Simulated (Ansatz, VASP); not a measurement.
# One calculation of NbB2, two programs

```xyz
3
Lattice="3.0860 0.0000 0.0000 -1.5430 2.6726 0.0000 0.0000 0.0000 3.3060" Properties=species:S:1:pos:R:3 pbc="T T T"
Nb    0.0000    0.0000    0.0000
B     0.0000    1.7817    1.6530
B     1.5430    0.8909    1.6530
```

Alike in both runs: task single point; functional LDA; k mesh 11 × 11 × 9; occupations fermi-dirac, width 0.1 eV; no spin polarisation.

|  | VASP | Ansatz |
| --- | --- | --- |
| version | VASP 6.6.1 | Ansatz 0.2.0 |
| potentials or method | VASP PAW LDA potentials, release 64 (Nb_sv, B) | plane waves, PAW |
| plane-wave cutoff (eV) | 520 | 500 |
| valence electrons in the cell | 19 | 19 |

Ansatz gave:

- pressure (GPa): -5.1
- largest component of the traceless stress (GPa): 0.44

Which values does VASP return?

Pressure (GPa): -5.0; largest component of the traceless stress (GPa): 0.58.
